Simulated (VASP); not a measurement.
Consider the following.

```
BaF2
1.0
    0.00000     3.10000     3.10000
    3.10000     0.00000     3.10000
    3.10000     3.10000     0.00000
Ba F
1 2
Direct
  0.00000   0.00000   0.00000
  0.25000   0.25000   0.25000
  0.75000   0.75000   0.75000
```

These are PBE GGA, VASP's PBE PAW potentials (set 64) (plane waves; VASP) values and carry that method's errors. Run with 520 eV cut-off, 7×7×7 Γ-centred mesh, Gaussian smearing of 0.50 eV, potentials Ba_sv F.

Question: Estimate the energy per atom (σ→0), pressure.

Answer: 
```
Property                            Value
---------------------  ------------------
energy per atom (σ→0)  -550.2 kJ/mol-atom
pressure                         2.38 GPa
```

Only differences to runs with the same potentials and settings are physical.

The compound is BaF2 in the fluorite structure. The cell was not relaxed at this level. The run is one of a series of settings (SIGMA = 0.5 against the base run), some of them coarse on purpose.
